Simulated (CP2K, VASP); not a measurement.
A VASP calculation is set up with these files.

**INCAR**
```
! general
SYSTEM =PbS
PREC   =Accurate
ENCUT  =300
LREAL  =.FALSE.
LASPH  =.TRUE.

! electronic loop
EDIFF  =1E-6
NELM   =100
ALGO   =Normal
LMAXMIX=4

! smearing
ISMEAR =-1
SIGMA  =0.05

! functional
GGA    =PE

! ions
ISIF   =2

! output
LWAVE  =.FALSE.
LCHARG =.FALSE.
```

### KPOINTS
```
Automatic mesh
0
Gamma
7 7 7
0 0 0
```

**POSCAR**
```
PbS
4.116210
  0.0000000000   0.7071067803   0.7071067803
  0.7071067803   0.0000000000   0.7071067803
  0.7071067803   0.7071067803   0.0000000000
Pb S
1 1
Cart
  0.0000000000   0.0000000000   0.0000000000
  0.7071067803   0.7071067803   0.7071067803
```

POTCAR, in this order: Pb_d S (PBE.64 set). Program: vasp_std.

Task: Write an input for CP2K that does the same calculation.

Result: One input that does it (PBE, GPW, DZVP-MOLOPT-SR-GTH basis, GTH-PBE potentials (GTH_POTENTIALS)):
```
&GLOBAL
  PROJECT pbs
  RUN_TYPE ENERGY_FORCE
  PRINT_LEVEL MEDIUM
&END GLOBAL
&FORCE_EVAL
  METHOD Quickstep
  STRESS_TENSOR ANALYTICAL
  &DFT
    BASIS_SET_FILE_NAME BASIS_MOLOPT
    POTENTIAL_FILE_NAME GTH_POTENTIALS
    &QS
      METHOD GPW
      EPS_DEFAULT 1E-11
    &END QS
    &MGRID
      CUTOFF 400
      REL_CUTOFF 50
      NGRIDS 4
    &END MGRID
    &SCF
      SCF_GUESS ATOMIC
      EPS_SCF 1E-6
      MAX_SCF 100
      ADDED_MOS 4
      &DIAGONALIZATION
        ALGORITHM STANDARD
      &END DIAGONALIZATION
      &MIXING
        METHOD BROYDEN_MIXING
        ALPHA 0.3
        NBUFFER 12
        BETA 1.5
      &END MIXING
      &SMEAR ON
        METHOD FERMI_DIRAC
        ELECTRONIC_TEMPERATURE [K] 580.23
      &END SMEAR
    &END SCF
    &KPOINTS
      SCHEME MONKHORST-PACK 7 7 7
    &END KPOINTS
    &XC
      &XC_FUNCTIONAL PBE
      &END XC_FUNCTIONAL
    &END XC
    &PRINT
      &MO
        EIGENVALUES T
        OCCUPATION_NUMBERS T
        NDIGITS 8
        FILENAME mo
        &EACH
          QS_SCF 0
        &END EACH
        ADD_LAST NUMERIC
      &END MO
      &MULLIKEN ON
      &END MULLIKEN
    &END PRINT
  &END DFT
  &SUBSYS
    &CELL
      A 4.11621000 0.00000000 0.00000000
      B 2.05810500 3.56474200 0.00000000
      C 2.05810500 1.18824700 3.36087100
      PERIODIC XYZ
    &END CELL
    &COORD
      Pb       0.00000000     0.00000000     0.00000000
      S        4.11621000     2.37649450     1.68043550
    &END COORD
    &KIND Pb
      BASIS_SET DZVP-MOLOPT-SR-GTH
      POTENTIAL GTH-PBE-q4
    &END KIND
    &KIND S
      BASIS_SET DZVP-MOLOPT-SR-GTH
      POTENTIAL GTH-PBE-q6
    &END KIND
  &END SUBSYS
  &PRINT
    &FORCES ON
    &END FORCES
    &STRESS_TENSOR ON
    &END STRESS_TENSOR
  &END PRINT
&END FORCE_EVAL
```
The two runs describe the same crystal, functional and task. Each code takes its own potentials, basis and convergence tests.

The structure is a typed PbS crystal (Fm-3m). The cell was not relaxed at this level, and it may have been scaled.
